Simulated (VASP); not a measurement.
An input for Quantum ESPRESSO's pw.x (written as the equivalent of a VASP run, and not itself run):

```
&CONTROL
  calculation = 'vc-relax'
  pseudo_dir = './pseudo'
  outdir = './out'
  tprnfor = .true.
  tstress = .true.
  nstep = 40
  forc_conv_thr = 0.00078
/
&SYSTEM
  ibrav = 0
  nat = 2
  ntyp = 1
  ecutwfc = 84
  occupations = 'smearing'
  smearing = 'methfessel-paxton'
  degauss = 0.00735
  input_dft = 'pbesol'
/
&ELECTRONS
  conv_thr = 7.3e-08
  electron_maxstep = 100
/
&IONS
/
&CELL
/
ATOMIC_SPECIES
  Tc 97.907 Tc.upf
CELL_PARAMETERS angstrom
     1.3588973   -2.3536796    0.0000000
     1.3588973    2.3536796    0.0000000
     0.0000000    0.0000000    4.3536353
ATOMIC_POSITIONS crystal
  Tc   0.3333330  0.6666670  0.2500000
  Tc   0.6666670  0.3333330  0.7500000
K_POINTS automatic
  15 15 9 0 0 0
```

Problem. Translate this input to VASP (INCAR, KPOINTS, POSCAR, choice of POTCAR).

Solution. One answer among several that fit: 
**POSCAR**
```
Tc
1
    1.3588973053    -2.3536795591     0.0000000000
    1.3588973053     2.3536795591     0.0000000000
    0.0000000000     0.0000000000     4.3536353485
Tc
2
Direct
  0.3333330000   0.6666670000   0.2500000000
  0.6666670000   0.3333330000   0.7500000000
```

File KPOINTS:
```
Automatic mesh
0
Gamma
15 15 9
0 0 0
```

INCAR:
```
! general
SYSTEM  = Tc
PREC    = Accurate
ENCUT   = 500
LREAL   = .FALSE.
LASPH   = .TRUE.

! electronic loop
EDIFF   = 1E-6
NELM    = 100
ALGO    = Normal
LMAXMIX = 4

! smearing
ISMEAR  = 1
SIGMA   = 0.1

! functional
GGA     = PS

! ions
IBRION  = 2
NSW     = 40
ISIF    = 3
EDIFFG  = -0.02

! output
LWAVE   = .FALSE.
LCHARG  = .FALSE.
```

POTCAR, in this order: Tc_pv (PBE.64 set). Program: vasp_std.

The two are equivalent in intent, not identical: the potentials are each code's own (VASP's PAW set, PseudoDojo norm-conserving files in pw.x), so ENCUT and ecutwfc are chosen apart and not converted; conv_thr bounds pw.x's estimated SCF error, while EDIFF bounds the energy change between steps; forc_conv_thr acts on force components and is met together with etot_conv_thr.

The compound is Tc in the hcp structure. This run relaxes it. Symmetry was kept, so distortions that lower it aren't found.
